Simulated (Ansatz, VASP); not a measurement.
## Cross-check of Be48H95 (V_H1) between VASP and Ansatz

Aim: how closely do two programs agree when they are given the same cell, functional and k mesh? The cell is taken from a series of runs on this material, whose earlier steps may have relaxed, scaled, displaced or heated it; both programs get it as it stands.

Program: Ansatz 0.2.0. Level of theory: plane waves, with VASP 6.6.1 beside it; single point at PBEsol. Results are calculated unless marked as measured.

### 1. Set-up

The cell holds 143 atoms: 48 Be and 95 H. Cell: a = 12.225 Å, b = 12.225 Å, c = 12.225 Å, α = 141.9°, β = 88.5°, γ = 103.9°. It derives from BeH2 (BeH2 (Ibam)). Nearest the centre at fractional (0.622, 0.447, 0.415): Be27 at 1.44 Å, Be25 at 1.51 Å, H121 at 2.09 Å, H114 at 2.13 Å, H52 at 2.33 Å, H107 at 2.36 Å, H102 at 2.39 Å, H137 at 2.47 Å.

### 2. Ansatz: single point, PBEsol

Ansatz runs on norm-conserving files, of PseudoDojo where its log says so.

With cell and atoms fixed, the geometry can't cause a difference; cores, projectors, grids and the points listed under the comparison can.

input.yaml reads:

```yaml
crystal:
  lattice:
    - [-3.99332615, 8.75735955, 7.53777216]
    - [3.99332615, -8.75735955, 7.53777216]
    - [3.99332615, 8.75735955, -7.53777216]
  atoms:
    - { symbol: Be, position: [0.12558963749, 0.37492955735, 0.2504375312] }
    - { symbol: Be, position: [0.37654617805, 0.12574706594, 0.25122302946] }
[... 1 atom line left out ...]
    - { symbol: Be, position: [0.33487983145, 0.44230917404, 0.27639536985] }
[... 1 atom line left out ...]
    - { symbol: Be, position: [0.41885902818, 0.19413934184, 0.11005657843] }
[... 17 atom lines left out ...]
    - { symbol: Be, position: [0.41548581076, 0.19019864975, 0.60653466354] }
    - { symbol: H, position: [0.28178244919, 0.19638459568, 0.82457069972] }
[... 1 atom line left out ...]
    - { symbol: H, position: [0.3781491901, 0.05319449339, 0.58580386548] }
    - { symbol: H, position: [0.46827701447, 0.29440840438, 0.91432493479] }
    - { symbol: H, position: [0.33789538895, 0.11655363458, 0.96216613634] }
[... 11 atom lines left out ...]
    - { symbol: Be, position: [0.1657486343, 0.55730282212, 0.22343900196] }
[... 1 atom line left out ...]
    - { symbol: H, position: [0.28149979052, 0.69594685553, 0.32404495379] }
    - { symbol: H, position: [0.12917523821, 0.54233195289, 0.3245583835] }
    - { symbol: H, position: [0.37814608033, 0.55340400789, 0.0855059708] }
    - { symbol: H, position: [0.46758950114, 0.79324302124, 0.41437138464] }
    - { symbol: H, position: [0.34213890363, 0.62035755156, 0.46008401216] }
    - { symbol: H, position: [0.09009005535, 0.62940260063, 0.22131785052] }
    - { symbol: H, position: [0.161259495, 0.88213110469, 0.03991729378] }
[... 1 atom line left out ...]
    - { symbol: H, position: [0.03095191912, 0.70707696025, 0.08483711414] }
    - { symbol: H, position: [0.11992402632, 0.94400921066, 0.41243138393] }
[... 3 atom lines left out ...]
    - { symbol: Be, position: [0.37494830195, 0.62348387503, 0.7482650117] }
[... 8 atom lines left out ...]
    - { symbol: H, position: [0.34107921352, 0.61817136438, 0.95908688582] }
[... 11 atom lines left out ...]
    - { symbol: Be, position: [0.66545334383, 0.05463818565, 0.22082465931] }
[... 5 atom lines left out ...]
    - { symbol: H, position: [0.84053557893, 0.11843442578, 0.45953035784] }
[... 3 atom lines left out ...]
    - { symbol: H, position: [0.53036868566, 0.20520285088, 0.07236848785] }
[... 9 atom lines left out ...]
    - { symbol: H, position: [0.62925042739, 0.04275440645, 0.82459702209] }
    - { symbol: H, position: [0.87879414705, 0.0540428097, 0.58595838533] }
[... 3 atom lines left out ...]
    - { symbol: H, position: [0.67080604071, 0.39658273971, 0.53435984547] }
    - { symbol: H, position: [0.90861365469, 0.3687538721, 0.77766949997] }
    - { symbol: H, position: [0.5312323962, 0.20342662424, 0.58295490089] }
    - { symbol: H, position: [0.6221293621, 0.44536728576, 0.91161311729] }
    - { symbol: H, position: [0.87188038007, 0.45870923079, 0.67631804157] }
    - { symbol: H, position: [0.71796544545, 0.30239732552, 0.67188915165] }
[... 6 atom lines left out ...]
    - { symbol: H, position: [0.78132960899, 0.6974864221, 0.32547831593] }
[... 5 atom lines left out ...]
    - { symbol: H, position: [0.65829494602, 0.87651214555, 0.03720051408] }
    - { symbol: H, position: [0.90802911086, 0.8679082029, 0.27775920694] }
[... 2 atom lines left out ...]
    - { symbol: H, position: [0.87277329176, 0.95702835148, 0.17552743976] }
[... 7 atom lines left out ...]
    - { symbol: H, position: [0.78319505503, 0.69876279085, 0.82689853396] }
    - { symbol: H, position: [0.62513631146, 0.53357456692, 0.81021867983] }
    - { symbol: H, position: [0.88193378295, 0.55652036199, 0.58856877672] }
[... 2 atom lines left out ...]
    - { symbol: H, position: [0.59301622692, 0.63398085202, 0.71905435739] }
    - { symbol: H, position: [0.65870916038, 0.88059369164, 0.53990685174] }
    - { symbol: H, position: [0.90979968042, 0.87053573518, 0.7797074639] }
    - { symbol: H, position: [0.53204963369, 0.7076379047, 0.58700783383] }
    - { symbol: H, position: [0.62167682624, 0.9480345929, 0.91587633313] }
    - { symbol: H, position: [0.87098296929, 0.95720080105, 0.6756412236] }
    - { symbol: H, position: [0.71855738706, 0.80396186613, 0.67673429894] }
  symmetry: { detect: false }
basis:
  xc_grid: 2
  ecutwfc: 820
hamiltonian:
  xc: pbesol
  pseudopotentials: { kind: nc }
kpoints:
  mp_grid: { grid: [1, 1, 1] }
magnetization:
  spin_polarized: true
  initial_magnetization: 1
  spin_locking: { lock_magnetization: hard }
scf:
  occupations: { method: fermi_dirac, width: 0.01 }
  max_iter: 120
  lower_state_search: "off"
  n_extra_bands: 56
  convergence: { dr2_threshold: "1.0e-12 eV" }
output:
  orbitals: { bands: [v30, c30], seedname: "../cc1.nc3" }
checkpoint:
  read: "../cc1.nc0.run"
  write: "../cc1.nc3.run"
  compress: false
  write_wavefunctions: false
  write_every: 100000
```

Started as:

```
> ansatz run input.yaml --threads 4 --pin off --max-ram 7536MiB --backend cpu --events-out ev --progress --plain --runs-dir out
```

Numbers of over 12 decimals in the logs are rounded to 6 here.

What it wrote:

```text
Warning: basis.ecutwfc = 820 eV is below the records' recommended 1197.300995 eV, and the density's cutoff is lower with it unless basis.ecutrho_ratio is high enough to keep the records' density cutoff: compare with a run at a higher cutoff
Warning: the band count 200 (scf.n_extra_bands) hosts the net moment |M| = 1.0000 μB (N_el = 287) but caps the reachable moment at 2·n_bands − N_el = 113.0000 μB, below the 287 bands that the automatic rule leaves for it — a moment growing past the seed, or the majority channel's smearing tail, pins there with fewer empty majority states than that count leaves; raise or omit scf.n_extra_bands unless the cap is intended
Warning: checkpoint.read: the run can stay near the saved state's solution: 143 site(s) moved relative to the saved geometry (max |Δs| = 1.255e-3 fractional); the SCF starts from the saved state under `checkpoint.density_extrapolation: transplant`, in force with no word given; its orbitals are not used off its sites. A run without `checkpoint.read` takes nothing of the state. A lower free energy from it at the same positions (and U, V and field ramp, if any), with starting moments typed, shows a solution that this start missed, and an equal or higher one rules none out (checkpoint.read, Limitations, in the input reference)
scf.n_extra_bands = 56 over 144 filled bands (N_el = 287.0): the run solves 200 bands
Engine: ansatz 0.2.0, x86_64-unknown-linux-gnu
Pseudopotentials: kind: nc
Pseudopotential: Be, nc, valence charge 4, recommended cutoff 1197.300995 eV (normal), Be.nc.azcp (PseudoDojo's, or run here from an input of PseudoDojo's: the run reads no file of this project's for it)
Pseudopotential: H, nc, valence charge 1, recommended cutoff 979.609905 eV (normal), H.nc.azcp (PseudoDojo's, or run here from an input of PseudoDojo's: the run reads no file of this project's for it)
Functional definition: PBEsol
  exchange = pbesol_x
  correlation = pbesol_c
Crystal: 143 atoms, lattice volume = 1054.414 Å³
Basis set: ecut = 820 eV, 56257 PW (Γ), exchange–correlation on 240×240×240 points (8 copies of the dense FFT grid, shifted against one another)
Bands: 200, of which v1, the nominal top of the filled ones, is band 144 counted from 1 (143 counted from 0)
Symmetry: 1 space group operations
k-points: 1
Non-local potential: Be, projectors of the file, l = 0: 2, l = 1: 2
Non-local potential: H, projectors of the file, l = 0: 2, l = 1: 1
Initial density: read from a saved state, or passed on in memory by an earlier SCF of this step, an earlier step, the calling program or the single point that the run made first, carried with its atoms to this geometry
Starting moments: Σ|m| = 1 μB on 143 of 143 sites; this step starts from the density that it was given
Initial wavefunctions: pseudopotential atomic-orbital guess
Functional: x = pbesol(κ = 0.804, μ = 0.123457), c = pbesol(β = 0.046)
iter 1 solved again at ethr=6.00e-7 eV; its pass at ethr=3.10e-3 eV (dr2=1.72e-3 eV) is discarded
SCF iter   1: F=—  HF=-19611.129266 eV  |F-HF|=—  |Δ(HF+E_count)|=         —  Δρ=5.27e-4 (↑5.27e-4 ↓4.97e-4)  dr2=1.56e-3  dr2_m=7.35e-5  M=1.000 μB ∫|m|=1.068 μB  β_m=0.30  ethr=6.00e-7  ⟨swp⟩=17.5  Hψ=4592  notcnv=0  defer=7
preconditioner: auto → Resta (q_TF=auto, 2.196 Å⁻¹)  ε∞=3.8  [insulator: Δε(μ)=2.618 eV  Ē_g=9.377 eV  σ=0.010 eV  W_gap=1.00  n_scr=188 (ndim 8)  ℏωp=15.8 eV  f_vac=0.000  D(μ)=0.00/eV (n_scr^D=0)  ε∞_Penn≈3.8]
spin=Collinear: Resta preconditioning applied to the charge; magnetization (m = ρ↑ − ρ↓) channel mixes plain (no charge-response kernel on spin).
SCF iter   2: F=—  HF=-19611.129219 eV  |F-HF|=—  |Δ(HF+E_count)|=   4.66e-5  Δρ=3.70e-4 (↑3.70e-4 ↓3.47e-4)  dr2=7.88e-4  dr2_m=3.90e-5  M=1.000 μB ∫|m|=1.068 μB  β_m=0.65  ethr=5.43e-7  ⟨swp⟩=1.5  Hψ=461  notcnv=0  defer=5
SCF iter   3: F=—  HF=-19611.129346 eV  |F-HF|=—  |Δ(HF+E_count)|=   1.27e-4  Δρ=1.01e-5 (↑9.85e-6 ↓1.01e-5)  dr2=3.34e-6  dr2_m=1.03e-7  M=1.000 μB ∫|m|=1.069 μB  β_m=0.82  ethr=2.74e-7  ⟨swp⟩=2.5  Hψ=588  notcnv=0  defer=5
SCF iter   4: F=—  HF=-19611.130048 eV  |F-HF|=—  |Δ(HF+E_count)|=   7.02e-4  Δρ=2.62e-6 (↑2.62e-6 ↓2.61e-6)  dr2=3.24e-7  dr2_m=4.48e-9  M=1.000 μB ∫|m|=1.069 μB  β_m=0.91  ethr=1.16e-9  ⟨swp⟩=2.0  Hψ=538  notcnv=0  defer=5
SCF iter   5: F=—  HF=-19611.130049 eV  |F-HF|=—  |Δ(HF+E_count)|=   2.07e-7  Δρ=4.24e-7 (↑4.15e-7 ↓4.24e-7)  dr2=1.21e-8  dr2_m=1.77e-10  M=1.000 μB ∫|m|=1.069 μB  β_m=0.96  ethr=1.13e-10  ⟨swp⟩=2.5  Hψ=486  notcnv=0  defer=5
SCF iter   6: F=—  HF=-19611.130049 eV  |F-HF|=—  |Δ(HF+E_count)|=   1.33e-8  Δρ=9.84e-8 (↑9.84e-8 ↓9.83e-8)  dr2=5.28e-10  dr2_m=1.14e-11  M=1.000 μB ∫|m|=1.069 μB  β_m=0.98  ethr=4.22e-12  ⟨swp⟩=2.5  Hψ=491  notcnv=0  defer=5
[...]
Free energy (F): -19611.130049 eV
Harris-Foulkes:  -19611.130049 eV  (|F-HF|=3.64e-12)
Internal energy: -19611.130049 eV  (E = F + TS)
E sigma→0 (E₀):  -19611.130049 eV
Fermi energy:    2.374979 (↑ 2.945330, ↓ 1.167116) eV
--- Per-component energies (eV) ---
  E_band       = -9920.249873
  E_kinetic    = 12749.486076
  E_local      = -12915.342275  (includes V_loc(G=0)·N_el)
  E_nonlocal   = -13504.678252
  E_hartree    = 4464.415783
  E_xc         = -3984.856938
  E_vxc        = -5178.546990  (∫ρ·V_xc dr)
  E_ewald      = -6420.154443
  E_smearing   = -0.000000  (= −TS)
  E_closure    = 0.000000  (closes the sum)
  Σ components = -19611.130049   (vs F -19611.130049, Δ=0.00e0)
--- Band table (eV) ---
  k-point 0 ↑: bands = [... 140 lower, -0.8491, -0.8413, -0.7827, 1.6388, 4.2519, 4.6110, 4.6320, 4.6397, ... 52 higher]
  k-point 0 ↓: bands = [... 140 lower, -0.8430, -0.8316, -0.7770, 3.1112, 4.2686, 4.6284, 4.6436, 4.6525, ... 52 higher]
```

### 3. VASP: single point, PBEsol

The same cell, functional, mesh and smearing now go to VASP, with its own data sets.

Lines of VASP's logs that name or quote its potential files are left out, and so is its time.

INCAR reads:

```
SYSTEM = Be48H95
PREC = Accurate
ENCUT = 520
EDIFF = 1E-06
NELM = 200
ISMEAR = -1
SIGMA = 0.01
LREAL = Auto
ALGO = Normal
GGA = PS
NBANDS = 195
ISPIN = 2
MAGMOM = 0 -0 0 0 0 -0 0 -0 0 0 0 0 0 0 0 0 0 -0 0 0 0 0 0 0 0.04 -0 0.04 0 0 -0 0 0 0 0 0 0 0 0 -0 -0 0 0 0 0 0 0 -0 0 -0 0 0 0 -0 0 -0 0 0 -0 -0 -0 0 0 0 0 0.01 -0 -0 -0 0 0 0 -0 0 0 0 0 0 0 -0 0 0 0 0 0 0 -0 -0 0 0 0 0 0 0 -0 0 0 -0 0 -0 0 0 0 0 -0 0.01 0 0 0 0 0 0 -0 0 -0 0 0 0 -0 -0 -0 -0 0 0 0 -0 -0 0 0 -0 0 0 -0 0 0 -0 -0 0 -0 0 0 0 0 0
LORBIT = 11
LWAVE = .FALSE.
LCHARG = .FALSE.
ISIF = 2
NUPDOWN = 1
LASPH = .TRUE.
GGA_COMPAT = .FALSE.
```

POSCAR reads:

```
Be48H95
1.0
   -3.9933261508      8.7573595481      7.5377721599
    3.9933261508     -8.7573595481      7.5377721599
    3.9933261508      8.7573595481     -7.5377721599
Be H
48 95
Direct
    0.1255896375      0.3749295574      0.2504375312
    0.3765461780      0.1257470659      0.2512230295
[... 1 atom line left out ...]
    0.3348798314      0.4423091740      0.2763953699
[... 1 atom line left out ...]
    0.4188590282      0.1941393418      0.1100565784
[... 17 atom lines left out ...]
    0.4156958442      0.6921546616      0.6080358895
    0.6218755505      0.3670843135      0.2392651378
[... 1 atom line left out ...]
    0.5826594433      0.3016753343      0.3841265833
    0.8325800718      0.4414583668      0.2779242272
    0.6654533438      0.0546381857      0.2208246593
[... 11 atom lines left out ...]
    0.6656375046      0.5590514595      0.2265822489
[... 1 atom line left out ...]
    0.6254035162      0.8753064860      0.7506977512
    0.8763184569      0.6272909733      0.7520452919
    0.5846023639      0.8080607507      0.8913631183
    0.8344297823      0.9426805254      0.7771834555
    0.6674704222      0.5590329416      0.7185478468
    0.9165345404      0.6934400214      0.6093001499
    0.2832797485      0.1969226943      0.3243362395
[... 1 atom line left out ...]
    0.3828952455      0.0561155565      0.0883699750
    0.4702372341      0.2913951881      0.4168223614
[... 3 atom lines left out ...]
    0.4127017632      0.3727253139      0.2799831593
[... 8 atom lines left out ...]
    0.3378953889      0.1165536346      0.9621661363
[... 11 atom lines left out ...]
    0.3421389036      0.6203575516      0.4600840122
[... 5 atom lines left out ...]
    0.3707672662      0.9563662710      0.1748705974
[... 3 atom lines left out ...]
    0.3779082224      0.5526256938      0.5841296852
[... 9 atom lines left out ...]
    0.7814910992      0.1929047609      0.3231067269
    0.6261519240      0.0409087886      0.3222861630
[... 3 atom lines left out ...]
    0.5923329156      0.1280863590      0.2161207734
    0.6587313953      0.3823679260      0.0416173717
    0.9093328458      0.3697586354      0.2790566956
    0.5303686857      0.2052028509      0.0723684879
    0.8677203650      0.4559318031      0.1757418117
    0.7175088439      0.3006838575      0.1798866155
[... 6 atom lines left out ...]
    0.6708060407      0.3965827397      0.5343598455
[... 5 atom lines left out ...]
    0.7813296090      0.6974864221      0.3254783159
    0.6317569465      0.5442112955      0.3299275108
[... 2 atom lines left out ...]
    0.8399362264      0.6191426781      0.4617824809
[... 7 atom lines left out ...]
    0.7831950550      0.6987627909      0.8268985340
    0.6251363115      0.5335745669      0.8102186798
    0.8819337829      0.5565203620      0.5885687767
[... 2 atom lines left out ...]
    0.5930162269      0.6339808520      0.7190543574
    0.6587091604      0.8805936916      0.5399068517
    0.9097996804      0.8705357352      0.7797074639
    0.5320496337      0.7076379047      0.5870078338
    0.6216768262      0.9480345929      0.9158763331
    0.8709829693      0.9572008011      0.6756412236
    0.7185573871      0.8039618661      0.6767342989
```

KPOINTS reads:

```
Automatic mesh
0
Gamma
1 1 1
0 0 0
```

PAW data sets: Be and H (PBE family, release 64).

Started as:

```
> export OMP_NUM_THREADS=3
> mpirun -np 1 vasp_gam
```

What it wrote:

```text
[banner, memory and clock lines left out]
running    1 mpi-ranks, on    1 nodes
[...]
Offloading initialized ...    1 GPUs detected
[...]
|                                                                             |
|               ----> ADVICE to this user running VASP <----                  |
|                                                                             |
|     You enforced a specific xc type in the INCAR file but a different       |
|     [... a line on the potential file left out ...]
|     I HOPE YOU KNOW WHAT YOU ARE DOING!                                     |
|                                                                             |

 LDA part: xc-table for (Slater+PW92), standard interpolation
 POSCAR, INCAR and KPOINTS ok, starting setup
[...]
entering main loop
       N       E                     dE             d eps       ncg     rms          rms(c)
DAV:   1     0.649198073195E+03    0.64920E+03   -0.79129E+04   780   0.856E+02
DAV:   2    -0.389990875137E+03   -0.10392E+04   -0.84221E+03  1128   0.181E+02
DAV:   3    -0.528939627839E+03   -0.13895E+03   -0.13625E+03  1016   0.565E+01
DAV:   4    -0.531834798698E+03   -0.28952E+01   -0.28871E+01   984   0.853E+00
[...]
DAV:  14    -0.505670521981E+03   -0.60813E-05   -0.37679E-06   952   0.409E-03    0.648E-03
DAV:  15    -0.505670527626E+03   -0.56449E-05   -0.43826E-06   864   0.421E-03    0.247E-03
DAV:  16    -0.505670528177E+03   -0.55074E-06   -0.10748E-06   728   0.191E-03
   1 F= -.50567053E+03 E0= -.50567053E+03  d E =-.770429E-12  mag=     1.0000
```

From OUTCAR (step 3):

```text
 magnetization (x)
# of ion       s       p       d       tot
------------------------------------------
    1       -0.000   0.000   0.000   0.000
    2        0.000  -0.001   0.000  -0.001
    3        0.000  -0.000   0.000   0.000
    4        0.002   0.006   0.000   0.008
    5        0.000   0.000   0.000   0.000
    6       -0.001  -0.004   0.000  -0.005
[...]
141        0.001  -0.000   0.000   0.001
  142        0.000   0.000   0.000   0.000
  143        0.001   0.000   0.000   0.001
--------------------------------------------------
tot          0.110   0.333   0.000   0.443
```

The run ends at a pressure of 1.04 GPa, with forces up to 0.11 eV/Å.

### 4. Differences

Known differences besides the potentials themselves: VASP starts from the moments at which Ansatz ended; the data sets hold 287 valence electrons in Ansatz (on norm-conserving files, of PseudoDojo where its log says so) and 191 in VASP; the cutoff is 820 eV in Ansatz and 520 eV in VASP (PREC = Accurate, projectors in real space); site moments are counted in spheres of each program's own size; Ansatz's log warns that its cutoff lies below the recommended one. Total energies have different zeros and are not compared.

The two programs side by side:

| quantity | Ansatz | VASP | difference |
| --- | --- | --- | --- |
| total moment, fixed by the input (μB) | 1.00 | 1.00 | 0.00 |
| moment on Be27 (μB) | 0.04 | 0.18 | -0.14 |
| moment on Be25 (μB) | 0.04 | 0.18 | -0.14 |

The total moments and the pattern agree; the site moments differ because the programs count them in spheres of different size.

### 5. Results

| Quantity | Value |
| --- | --- |
| difference in moment on Be27 (single point, PBEsol) | -0.14 μB |

In words: The difference in moment on Be27 is -0.14 μB (single point, PBEsol). The data sets hold unlike numbers of valence electrons (287 in Ansatz and 191 in VASP), so part of the differences comes from the potentials. Such differences can come from data sets, numerical settings and the points named under the comparisons, not from the functional's error against experiment.

[Lines on the potential files, build, host, timing and source positions are cut from VASP's logs without a mark.]

[Logs are printed without paths, hosts, clocks, repeated set-up lines and the standing remarks that a program may print on its own settings, such as how far it seeks lower states.]

[Hosts, paths, dates, database ids (printed as entryN), source tags and the programs' standing remarks are cut or masked in the printed files.]
